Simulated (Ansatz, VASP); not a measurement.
**CSO: VASP beside Ansatz**

One calculation is typed for both programs; each brings its own data sets. How far apart do they land? Of the first pair: The two relaxations start from unlike cells of this crystal (the structure described is Ansatz's start), so only their ends are compared.

Calculated with Ansatz 0.2.0; plane waves, with VASP 6.6.1 beside it; relaxation of cell and atoms at PBEsol and zone-centre phonons at PBEsol.

## (1) The starting structure

The structure is monoclinic, space group Cm (No. 8). Conventional cell: a = 5.457 Å, b = 6.657 Å, c = 4.215 Å, α = 90.00°, β = 104.81°, γ = 90.00°. C has 1 O at 1.17 Å and 1 S at 1.56 Å nearest. Nearest to S lie 1 C at 1.56 Å. Nearest to O lie 1 C at 1.17 Å. Farther neighbours and most contacts between anions are not listed.

## (2) Ansatz: relaxation of cell and atoms, PBEsol

Ansatz runs on its default PAW (the set named soft_2) files.

The relaxed volume is the usual yardstick between codes: in a stiff, nearly cubic crystal its relative difference is about their pressure difference at one cell divided by the bulk modulus.

The input, input.yaml:

```yaml
crystal:
  lattice:
    - [2.7281333572, -3.3284144238, -0.0330364129]
    - [2.7281333572, 3.3284144238, -0.0330364129]
    - [-1.0277229617, 0.0, 4.0876738656]
  atoms:
    - { symbol: C, position: [0.5807815986, 0.5807815986, 0.2496955663] }
    - { symbol: S, position: [0.318487346, 0.318487346, 0.990529362] }
    - { symbol: O, position: [0.7765420554, 0.7765420554, 0.4430540717] }
kpoints:
  mp_grid: { grid: [6, 6, 6] }
hamiltonian:
  xc: pbesol
scf:
  occupations: { method: fixed }
output:
  forces: true
  stress: true
  eigenvalues: true
relax:
  adjacent_minimum: "off"
  f_tol: 0.001
  max_steps: 60
  cell: { stress_tol: 0.01 }
```

Started as:

```bash
$ ansatz run input.yaml --threads 2 --pin off --max-ram 5120MiB --backend cpu --events-out ev --progress --plain --runs-dir out
```

Numbers of over 12 decimals in the logs are rounded to 6 here.

What it wrote:

```text
Engine: ansatz 0.2.0, x86_64-unknown-linux-gnu
Pseudopotentials: kind: paw
Pseudopotential: C, paw, valence charge 4, recommended cutoff 420 eV (normal), C.paw.azcp
Pseudopotential: S, paw, valence charge 6, recommended cutoff 420 eV (normal), S.paw.azcp
Pseudopotential: O, paw, valence charge 6, recommended cutoff 420 eV (normal), O.paw.azcp
Functional definition: PBEsol
  exchange = pbesol_x
  correlation = pbesol_c
Crystal: 3 atoms, lattice volume = 74.009 Å³
Basis set: ecut = 420 eV, 1423 PW (Γ), exchange–correlation on 60×60×60 points (8 copies of the dense FFT grid, shifted against one another)
Bands: 12, of which v1, the nominal top of the filled ones, is band 8 counted from 1 (7 counted from 0)
Symmetry: 2 space group operations
Space group: Cm (ITA 8), of the structure as read, at distance tolerance 4.2e-5 Å
k-points: 68 of 216 (time reversal used)
Non-local potential: C, projectors of the file, l = 0: 2, l = 1: 2, l = 2: 1
Non-local potential: S, projectors of the file, l = 0: 2, l = 1: 2, l = 2: 2
Non-local potential: O, projectors of the file, l = 0: 2, l = 1: 2, l = 2: 1
PAW form: soft (Blöchl's): semilocal exchange-correlation on the pseudo side does not see the compensation charge
PAW frozen core: C, regenerated for the run's functional, and the local potential with it (the file was generated under x = pbe(κ = 0.804, μ = 0.219515), c = pbe(β = 0.066725))
PAW frozen core: S, regenerated for the run's functional, and the local potential with it (the file was generated under x = pbe(κ = 0.804, μ = 0.219515), c = pbe(β = 0.066725))
PAW frozen core: O, regenerated for the run's functional, and the local potential with it (the file was generated under x = pbe(κ = 0.804, μ = 0.219515), c = pbe(β = 0.066725))
PAW one-centre angular grid: C, 110 points (default); XC on 64 Gauss nodes
PAW one-centre angular grid: S, 110 points (default); XC on 64 Gauss nodes
PAW one-centre angular grid: O, 110 points (default); XC on 64 Gauss nodes
Initial density: superposition of atomic densities (neutral atoms: chi_scale 0, normalization atom), corrected by the library's trained network
Initial wavefunctions: pseudopotential atomic-orbital guess
Functional: x = pbesol(κ = 0.804, μ = 0.123457), c = pbesol(β = 0.046)
SCF iter   1: F=—  HF=-1691.290781 eV  |F-HF|=—  |Δ(HF+E_count)|=         —  Δρ=6.67e-3  dr2=4.31e-2  ethr=1.77e-3  ⟨swp⟩=5.0  Hψ=4760  notcnv=0  defer=135
preconditioner: auto → none  [insulator: Δε(μ)=4.924 eV  Ē_g=11.353 eV  n_scr=12 (ndim 8)  ℏωp=16.2 eV  f_vac=0.194  ε∞_Penn≈3.0]
SCF iter   2: F=—  HF=-1691.290836 eV  |F-HF|=—  |Δ(HF+E_count)|=   5.48e-5  Δρ=5.71e-3  dr2=4.05e-2  ethr=2.69e-4  ⟨swp⟩=2.2  Hψ=1917  notcnv=0  defer=136
SCF iter   3: F=—  HF=-1691.282264 eV  |F-HF|=—  |Δ(HF+E_count)|=   8.57e-3  Δρ=1.18e-3  dr2=6.86e-4  ethr=2.53e-4  ⟨swp⟩=3.0  Hψ=1352  notcnv=0  defer=136
SCF iter   4: F=—  HF=-1691.283012 eV  |F-HF|=—  |Δ(HF+E_count)|=   7.48e-4  Δρ=5.34e-4  dr2=2.20e-4  ethr=4.29e-6  ⟨swp⟩=2.0  Hψ=1496  notcnv=0  defer=136
SCF iter   5: F=—  HF=-1691.283144 eV  |F-HF|=—  |Δ(HF+E_count)|=   1.32e-4  Δρ=1.78e-4  dr2=1.38e-5  ethr=1.38e-6  ⟨swp⟩=2.0  Hψ=1361  notcnv=0  defer=136
SCF iter   6: F=—  HF=-1691.283173 eV  |F-HF|=—  |Δ(HF+E_count)|=   2.87e-5  Δρ=4.22e-5  dr2=7.87e-7  ethr=8.60e-8  ⟨swp⟩=2.0  Hψ=1212  notcnv=0  defer=121
SCF iter   7: F=-1691.283178 eV  HF=-1691.283178 eV  |F-HF|=1.64e-7  |Δ(HF+E_count)|=   4.82e-6  Δρ=9.06e-6  dr2=3.49e-8  ethr=6.25e-10  ⟨swp⟩=8.0  Hψ=4962  notcnv=0
SCF 1 converged in 7 iterations: F = -1691.283178 eV  dr2 = 3.49e-8
  greatest PAW one-centre occupation: 0.885 electrons in one spin orbital (limit 2), on the O atom at site 2 (counted from 0), in its partial waves of l = 0
relax step   1: F+E_penalty+E_count = -1691.28317778 eV  Δ(F+E_penalty+E_count) = +0.000e0 eV  max|allowed force component| = 2.835e-3 eV/Å  Δτ_max = 0.0000 Å  P = -0.020 GPa  Ω = 74.009 Å³  (7 SCF iters, dr2 threshold 1.00e-7 eV, accepted)
[...]
relax step  15: F+E_penalty+E_count = -1691.28345892 eV  Δ(F+E_penalty+E_count) = -1.530e-4 eV  max|allowed force component| = 5.648e-4 eV/Å  Δτ_max = 0.0018 Å  P = +0.000 GPa  Ω = 73.033 Å³  energy of the carried Pulay correction = +1.408e-4 eV  (7 SCF iters, dr2 threshold 4.48e-10 eV, accepted)
[...]
relax step  16: F+E_penalty+E_count = -1691.28347956 eV  Δ(F+E_penalty+E_count) = -2.064e-5 eV  max|allowed force component| = 4.669e-4 eV/Å  Δτ_max = 0.0011 Å  P = -0.001 GPa  Ω = 73.023 Å³  energy of the carried Pulay correction = +1.611e-4 eV  (8 SCF iters, accepted)
[...]
relax step  17: F+E_penalty+E_count = -1691.28336230 eV  Δ(F+E_penalty+E_count) = +1.173e-4 eV  max|allowed force component| = 4.148e-4 eV/Å  Δτ_max = 0.0000 Å  P = -0.001 GPa  Ω = 73.023 Å³  stress off target by 9.18e-3 GPa  SCF on the basis re-selected at this cell (its energy is not comparable with the rows above)  (7 SCF iters)
basis re-selected at this cell: Δ(F+E_penalty+E_count) = +1.173e-4 eV, ΔP = -0.000 GPa vs the last step (what re-selecting the basis moved, of the pressure what is left beyond the Pulay correction that the steps carried, after the strain that the cell walked since its last selection, with what the two solves' SCF thresholds leave and, on support functions, any second-order correction that the steps lacked; it is no m [...]
SCF converged after 7 iterations
Free energy (F): -1691.283362 eV
Harris-Foulkes:  -1691.283362 eV  (|F-HF|=3.87e-12)
Internal energy: -1691.283362 eV  (E = F + TS)
E sigma→0 (E₀):  -1691.283362 eV
Fermi energy:    -1.490299 eV
--- Per-component energies (eV) ---
  E_band       = -133.184005
  E_kinetic    = 364.510960
  E_local      = -1021.605215  (includes V_loc(G=0)·N_el)
  E_nonlocal   = 106.211523
  E_hartree    = 349.397738
  E_xc         = -211.834335
  E_vxc        = -233.428939  (∫ρ·V_xc dr)
  E_paw        = -832.039236  (= ΣΔE_a)
  E_vpaw       = -47.670253  (= ΣTr[D̂ρ^β])
  E_aug_tail   = 0.002444  (compensation charges beyond the density's cutoff)
  E_ewald      = -446.045578
  E_core_change = 0.118338  (= ΣΔE_core)
  E_smearing   = -0.000000  (= −TS)
  E_closure    = -0.000000  (closes the sum)
  Σ components = -1691.283362   (vs F -1691.283362, Δ=0.00e0)
--- Forces (eV/Å), atoms counted from 1 ---
  atom   1  C      0.00041091    -0.00000000     0.00017998
  atom   2  S     -0.00012078     0.00000000     0.00023478
  atom   3  O     -0.00029009     0.00000000    -0.00041487
  max |Σ_I F_I| component: 1.05e-7 eV/Å
--- Stress (GPa, compression-positive) ---
        0.002439       0.000000      -0.003911
        0.000000      -0.009181       0.000000
       -0.003913       0.000000       0.002426
  P = ⅓ Tr σ = -0.0014 GPa (-0.014 kbar)
--- Band table (eV; the first three rows and the last of 68) ---
  k-point 0: bands = [... 4 lower, -5.7476, -5.5296, -1.6413, -1.6274, 3.4028, 3.4084, 4.0991, 7.0470]
  k-point 1: bands = [... 4 lower, -5.7601, -5.6289, -1.7284, -1.6058, 3.4420, 3.5193, 4.5893, 7.0273]
  k-point 2: bands = [... 4 lower, -5.7788, -5.7661, -1.9129, -1.5336, 3.5202, 3.8475, 5.6531, 7.0013]
  k-point 67: bands = [... 4 lower, -6.0976, -6.0580, -2.0572, -2.0388, 4.2188, 4.2324, 6.0278, 8.0525]
--- Relaxed structure (14 steps of the walk, 12 accepted, 3 SCFs on fresh bases) ---
  F+E_penalty+E_count = -1691.28336230 eV   max|allowed force component| = 4.148e-4 eV/Å   (the final SCF, on the basis selected at the relaxed cell)
  cell:  # Å, volume = 73.0233 Å³
    - [2.737880, -3.274118, -0.038353]
    - [2.737880, 3.274118, -0.038353]
    - [-1.039361, 0, 4.087635]
  atoms:
    - { symbol: C, position: [0.580721, 0.580721, 0.249838] }
    - { symbol: S, position: [0.319235, 0.319235, 0.988863] }
    - { symbol: O, position: [0.775855, 0.775855, 0.444578] }
```

The column dr2 measures how far the density is from self-consistency, as an energy; F and HF (Harris–Foulkes) agree once it is small.

## (3) VASP: relaxation of cell and atoms, PBEsol

Its own start cell and the same functional and mesh now go to VASP, with its own data sets.

Lines of VASP's logs that name or quote its potential files are left out, and so is its time.

The input, INCAR:

```
SYSTEM = CSO
PREC = Accurate
ENCUT = 600
EDIFF = 1E-07
NELM = 120
ISMEAR = 0
SIGMA = 0.01
LREAL = .FALSE.
ALGO = Normal
GGA = PS
NBANDS = 14
LORBIT = 11
LWAVE = .FALSE.
LCHARG = .FALSE.
ISIF = 3
IBRION = 2
NSW = 80
EDIFFG = -0.005
LASPH = .TRUE.
GGA_COMPAT = .FALSE.
NELMIN = 4
EFERMI = MIDGAP
KPAR = 2
```

The input, POSCAR:

```
CSO
1.0
    2.6756902471     -3.1776882291     -0.0171696605
    2.6756902471      3.1776882291     -0.0171696605
   -0.9855096890      0.0000000000      3.9832598162
C S O
1 1 1
Direct
    0.5802393932      0.5802393932      0.2492865151
    0.3152020295      0.3152020295      0.9866033262
    0.7803696793      0.7803696793      0.4473887644
```

The input, KPOINTS:

```
Automatic mesh
0
Gamma
6 6 6
0 0 0
```

Potentials, in the order of the species: C, S and O (PBE family, release 64).

Started as:

```bash
$ mpirun -np 2 vasp_std
```

What it wrote:

```text
[banner, memory and clock lines left out]
running    2 mpi-ranks, on    1 nodes
 distrk:  each k-point on    1 cores,    2 groups
 distr:  one band on    1 cores,    1 groups

 POSCAR found type information on POSCAR C S O
 POSCAR found :  3 types and       3 ions
|                                                                             |
|               ----> ADVICE to this user running VASP <----                  |
|                                                                             |
|     You enforced a specific xc type in the INCAR file but a different       |
|     [... a line on the potential file left out ...]
|     I HOPE YOU KNOW WHAT YOU ARE DOING!                                     |
|                                                                             |

 LDA part: xc-table for (Slater+PW92), standard interpolation
 POSCAR, INCAR and KPOINTS ok, starting setup
 FFT: planning ... GRIDC
 FFT: planning ... GRID_SOFT
 FFT: planning ... GRID
 WAVECAR not read
 entering main loop
       N       E                     dE             d eps       ncg     rms          rms(c)
DAV:   1     0.879784918662E+02    0.87978E+02   -0.78453E+03  1904   0.108E+03
DAV:   2    -0.147287249129E+02   -0.10271E+03   -0.96300E+02  2698   0.216E+02
DAV:   3    -0.216935585775E+02   -0.69648E+01   -0.69249E+01  2408   0.614E+01
DAV:   4    -0.217687053704E+02   -0.75147E-01   -0.75115E-01  2264   0.758E+00
DAV:   5    -0.217699943156E+02   -0.12889E-02   -0.12889E-02  2432   0.949E-01    0.162E+01
DAV:   6    -0.207630542972E+02    0.10069E+01   -0.23434E+00  2036   0.167E+01    0.821E+00
DAV:   7    -0.206197124046E+02    0.14334E+00   -0.32147E-01  2288   0.697E+00    0.538E+00
DAV:   8    -0.205999606097E+02    0.19752E-01   -0.19034E-01  2252   0.292E+00    0.873E-01
DAV:   9    -0.205952140399E+02    0.47466E-02   -0.10989E-02  2384   0.109E+00    0.472E-01
DAV:  10    -0.205951851853E+02    0.28855E-04   -0.46840E-03  2360   0.461E-01    0.156E-01
DAV:  11    -0.205951326950E+02    0.52490E-04   -0.20274E-04  2138   0.130E-01    0.312E-02
DAV:  12    -0.205951717977E+02   -0.39103E-04   -0.33374E-05  2336   0.478E-02    0.905E-03
DAV:  13    -0.205951775546E+02   -0.57568E-05   -0.52483E-06  2378   0.167E-02    0.428E-03
DAV:  14    -0.205951779832E+02   -0.42867E-06   -0.31818E-07  2378   0.552E-03    0.287E-03
DAV:  15    -0.205951780079E+02   -0.24609E-07   -0.99368E-08  1888   0.291E-03
   1 F= -.20595178E+02 E0= -.20595178E+02  d E =-.205952E+02
 curvature:   0.00 expect dE= 0.000E+00 dE for cont linesearch  0.000E+00
 trial: gam= 0.00000 g(F)=  0.918E-05 g(S)=  0.742E-05 ort = 0.000E+00 (trialstep = 0.100E+01)
 search vector abs. value=  0.166E-04
 bond charge predicted
       N       E                     dE             d eps       ncg     rms          rms(c)
DAV:   1    -0.205951298255E+02    0.48158E-04   -0.24009E-03  1946   0.433E-01    0.327E-02
DAV:   2    -0.205951266539E+02    0.31715E-05   -0.72793E-05  2318   0.760E-02    0.153E-02
DAV:   3    -0.205951247639E+02    0.18900E-05   -0.38444E-06  2396   0.167E-02    0.839E-03
DAV:   4    -0.205951239520E+02    0.81193E-06   -0.11029E-06  2186   0.934E-03    0.167E-03
DAV:   5    -0.205951238898E+02    0.62204E-07   -0.74563E-08  1030   0.270E-03
   2 F= -.20595124E+02 E0= -.20595124E+02  d E =0.541180E-04
 trial-energy change:    0.000054  1 .order    0.000053   -0.000017    0.000123
 step:   0.1156(harm=  0.1185)  dis= 0.00005  next Energy=   -20.595179 (dE=-0.958E-06)
 bond charge predicted
       N       E                     dE             d eps       ncg     rms          rms(c)
DAV:   1    -0.205951824582E+02   -0.58506E-04   -0.18764E-03  1940   0.383E-01    0.289E-02
DAV:   2    -0.205951805163E+02    0.19419E-05   -0.57201E-05  2270   0.675E-02    0.135E-02
DAV:   3    -0.205951791630E+02    0.13532E-05   -0.29866E-06  2402   0.148E-02    0.745E-03
DAV:   4    -0.205951787840E+02    0.37907E-06   -0.85316E-07  2186   0.822E-03    0.145E-03
DAV:   5    -0.205951788257E+02   -0.41690E-07   -0.58271E-08  1018   0.239E-03
   3 F= -.20595179E+02 E0= -.20595179E+02  d E =-.817804E-06
 curvature:  -0.06 expect dE=-0.219E-06 dE for cont linesearch -0.252E-09
 trial: gam= 0.20624 g(F)=  0.174E-05 g(S)=  0.194E-05 ort = 0.266E-06 (trialstep = 0.823E+00)
 search vector abs. value=  0.450E-05
 reached required accuracy - stopping structural energy minimisation
```

OUTCAR, selected parts (step 3):

```text
ion  position               nearest neighbor table
   1  0.580  0.580  0.249-   3 1.17   2 1.56
   2  0.315  0.315  0.987-   1 1.56
   3  0.780  0.780  0.447-   1 1.17

  LATTYP: Found a base centered monoclinic cell.
 ALAT       =     5.3514906692
 B/A-ratio  =     1.1875899354
 C/A-ratio  =     0.7667700979
 COS(beta)  =    -0.2463952330

 Subroutine GETGRP returns: Found  2 space group operations
 (whereof  2 operations were pure point group operations)

The static configuration has the point symmetry C_1h.

 Found     68 irreducible k-points:

   k-points           NKPTS =     68   k-points in BZ     NKDIM =     68   number of bands    NBANDS=     14

   dimension x,y,z NGX =    36 NGY =   36 NGZ =   36
   dimension x,y,z NGXF=    72 NGYF=   72 NGZF=   72

   ENCUT  =  600.0 eV  44.10 Ry    6.64 a.u.   8.30  8.30  8.20*2*pi/ulx,y,z

   NELECT =      16.0000    total number of electrons

 k-points in reciprocal lattice and weights: Automatic mesh
   0.00000000  0.00000000  0.00000000       0.005
   0.16666667  0.00000000  0.00000000       0.019
   0.33333333  0.00000000 -0.00000000       0.019
   0.50000000  0.00000000  0.00000000       0.009
   0.16666667  0.16666667  0.00000000       0.009
   0.33333333  0.16666667  0.00000000       0.019
   0.50000000  0.16666667  0.00000000       0.019
  -0.33333333  0.16666667  0.00000000       0.019
  -0.16666667  0.16666667  0.00000000       0.009
[...]
-0.33333333  0.33333333  0.50000000       0.009
   0.50000000  0.50000000  0.50000000       0.005

 average (electrostatic) potential at core
       1 -57.5265       2 -91.9115       3 -77.3015

 E-fermi :   0.3596

 k-point     1 :       0.0000    0.0000    0.0000
  band No.  band energies     occupation
    ...
      4      -6.1960      2.00000
      5      -6.1860      2.00000
      6      -6.0037      2.00000
      7      -2.2187      2.00000
      8      -2.2017      2.00000
      9       2.7535      0.00000
     10       2.7767      0.00000
     11       3.6408      0.00000
     12       6.7196      0.00000
     13       9.8379      0.00000
    ...

 k-point     2 :       0.1667    0.0000    0.0000
  band No.  band energies     occupation
    ...
      4      -6.3314      2.00000
      5      -6.1938      2.00000
      6      -6.1088      2.00000
      7      -2.3207      2.00000
      8      -2.1613      2.00000
      9       2.8091      0.00000
     10       2.8979      0.00000
     11       4.1559      0.00000
     12       6.7040      0.00000
     13       9.2964      0.00000
    ...

 k-point     3 :       0.3333    0.0000   -0.0000
  band No.  band energies     occupation
    ...
      4      -6.7088      2.00000
      5      -6.2639      2.00000
      6      -6.2032      2.00000
      7      -2.5134      2.00000
      8      -2.0715      2.00000
      9       2.8869      0.00000
     10       3.2721      0.00000
     11       5.2799      0.00000
     12       6.6868      0.00000
     13       8.5391      0.00000
    ...

  Total        0.0024502      0.0002112      0.0064428      0.0000000      0.0000000     -0.0060572
  in kB        0.0580439      0.0050029      0.1526285      0.0000000      0.0000000     -0.1434941
  external PRESSURE =       0.0718918 kB  Pullay stress =       0.0000000 kB

  energy-cutoff  :      600.00
  volume of cell :       67.63
      direct lattice vectors                 reciprocal lattice vectors
     2.675758335 -3.177686218 -0.017149512     0.187159688 -0.157347191  0.046304209
     2.675758335  3.177686218 -0.017149512     0.187159688  0.157347191  0.046304209
    -0.985504083  0.000000000  3.983366514     0.001611550  0.000000000  0.251442639

 POSITION                                       TOTAL-FORCE (eV/Angst)
 -----------------------------------------------------------------------------------
      2.85947      0.00000      0.97306         0.004355      0.000000      0.000272
      0.71449      0.00000      3.91917        -0.000500      0.000000     -0.001129
      3.73529      0.00000      1.75540        -0.003855      0.000000      0.000857
 -----------------------------------------------------------------------------------
    total drift:                                0.000178     -0.000000      0.000097

  FREE ENERGIE OF THE ION-ELECTRON SYSTEM (eV)
  ---------------------------------------------------
  free  energy   TOTEN  =       -20.5951788257 eV

  energy  without entropy=      -20.5951788257  energy(sigma->0) =      -20.59517883

 reached required accuracy - stopping structural energy minimisation

 total charge
# of ion       s       p       d       tot
------------------------------------------
    1        0.918   1.687   0.000   2.605
    2        1.356   2.394   0.000   3.750
    3        1.597   3.526   0.000   5.123
--------------------------------------------------
tot          3.872   7.607   0.000  11.479

[... 3 further parts left out ...]
```

CONTCAR:

```
CSO
   1.00000000000000
     2.6757583352685042   -3.1776862182586965   -0.0171495120617527
     2.6757583352685042    3.1776862182586965   -0.0171495120617527
    -0.9855040830489099    0.0000000000000000    3.9833665142888224
  C               S               O
     1     1     1
Direct
     0.5802349660177967    0.5802349660177967    0.2492776621045407
     0.3151980016128015    0.3151980016128015    0.9865987276011622
     0.7803781343694062    0.7803781343694062    0.4474022159943007
```

The gap is read on the k-mesh alone, so it is an upper bound where the band edges lie off the mesh. The run keeps the 2 symmetry operations of its start, so it cannot find a distortion of lower symmetry.

## (4) Side by side

Known differences besides the potentials themselves: fixed occupations in Ansatz, narrow Gaussian smearing in VASP; the cutoff is 420 eV in Ansatz and 600 eV in VASP; Ansatz makes its cores anew for this functional, VASP keeps those of its PBE data sets; Ansatz adds a Pulay correction to the stress that steers its cell, VASP none. Total energies have different zeros and are not compared.

The two programs side by side:

```
                                         quantity  Ansatz   VASP  difference
                                      volume (Å³)   73.02  67.63     +7.97 %
edge a after relaxation, in the typed setting (Å)   4.268  4.154     +2.74 %
edge c after relaxation, in the typed setting (Å)   4.218  4.104     +2.78 %
```

[end of part 1 of 2]

[Lines on the potential files, build, host, timing and source positions are cut from VASP's logs without a mark.]

[Logs are printed without paths, hosts, clocks, repeated set-up lines and the standing remarks that a program may print on its own settings, such as how far it seeks lower states.]

[Hosts, paths, dates, database ids (printed as entryN), source tags and the programs' standing remarks are cut or masked in the printed files.]
